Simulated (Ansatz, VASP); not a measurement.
Two plane-wave programs on Sc2GaP3

The input INCAR:

```
SYSTEM = Sc2GaP3
PREC = Accurate
ENCUT = 520
EDIFF = 1E-6
ISMEAR = 0
SIGMA = 0.1
LREAL = .False.
LASPH = .True.
NELM = 60
ALGO = Normal
ISIF = 2
LWAVE = .False.
LCHARG = .False.
GGA = PE
NBANDS = 34
```

KPOINTS

```
regular mesh
0
Gamma
  6 6 4
  0 0 0
```

The input POSCAR:

```
Sc2GaP3
1.0
    5.4987334200      0.0000000000      0.0000000000
   -2.7493667100      4.7620428300      0.0000000000
    0.0000000000      0.0000000000      4.4063088000
Sc Ga P
2 1 3
Direct
    0.3333333300      0.6666666700      0.0000000000
    0.6666666700      0.3333333300      0.0000000000
    0.0000000000      0.0000000000      0.0000000000
    0.5000000000      0.0000000000      0.5000000000
    0.0000000000      0.5000000000      0.5000000000
    0.5000000000      0.5000000000      0.5000000000
```

Input for Ansatz:

```yaml
crystal:
  lattice:
    - [5.49873342, 0.0, 0.0]
    - [-2.74936671, 4.76204283, 0.0]
    - [0.0, 0.0, 4.4063088]
  atoms:
    - { symbol: Sc, position: [0.33333333, 0.66666667, 0.0] }
    - { symbol: Sc, position: [0.66666667, 0.33333333, 0.0] }
    - { symbol: Ga, position: [0.0, 0.0, 0.0] }
    - { symbol: P, position: [0.5, 0.0, 0.5] }
    - { symbol: P, position: [0.0, 0.5, 0.5] }
    - { symbol: P, position: [0.5, 0.5, 0.5] }
basis:
  ecutwfc: 420
kpoints:
  mp_grid: { grid: [6, 6, 4] }
hamiltonian:
  xc: pbe
scf:
  occupations: { method: gaussian, width: 0.1 }
  lower_state_search: "off"
output:
  forces: true
  stress: true
  eigenvalues: true
```

Change from the starting cell: species swapped into the TbCu2Ni3 type (P6/mmm, No. 191).

Alike in both runs: task single point; functional PBE; k mesh 6 × 6 × 4; occupations gaussian, width 0.1 eV; no spin polarisation.

|  | VASP | Ansatz |
| --- | --- | --- |
| version | VASP 6.6.1 | Ansatz 0.2.0 |
| potentials or method | VASP PAW PBE potentials, release 64 (Sc_sv, Ga_d, P) | scalar-relativistic, plane waves, PAW |
| plane-wave cutoff (eV) | 520 | 420 |
| valence electrons in the cell | 50 | 50 |

```tsv
	VASP	Ansatz	Ansatz less VASP
gap on the k mesh at the Fermi level (eV)	none	none	-
pressure (GPa)	-4.7	-4.8	-0.12
largest component of the traceless stress (GPa)	3.90	4.01	+0.109
```

A gap of «none» marks a metal or a gap that the smearing closes. With one functional, cell and mesh, what is left measures potentials, basis and numerics.
